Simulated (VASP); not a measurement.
## Cu$_{3}$Sn (space group Fm-3m): computed properties

Computed with LDA (Ceperley-Alder, Perdew-Zunger), VASP's LDA PAW potentials (set 64) (plane waves; VASP 6.6.1).

| Item | Value |
|---|---|
| space group | Fm-3m (225) |
| cell | a = b = c = 5.984 Å, α = β = γ = 90.00° |
| volume per atom | 13.39 Å³/atom |
| band gap (over mesh and band path) | none (metal, semimetal or under 0.01 eV) |
| density | 9.59 g/cm³ |

```
CELL_PARAMETERS angstrom
      0.00000     2.99208     2.99208
      2.99208     0.00000     2.99208
      2.99208     2.99208     0.00000
ATOMIC_POSITIONS crystal
  Cu 0.50000 0.50000 0.50000
  Cu 0.75000 0.75000 0.75000
  Cu 0.25000 0.25000 0.25000
  Sn 0.00000 0.00000 0.00000
```

Unless said otherwise, spin-orbit coupling is left out, though it shifts the bands of the heavy elements here.

The structure comes from a computed database's Cu3Sn entry (Fm-3m); how it stands against other phases isn't given here. It was relaxed first, which changed the volume by -9 %. Symmetry was kept, so distortions that lower it aren't found. The electron count is odd and the run is not spin-polarised, which forces a metal.
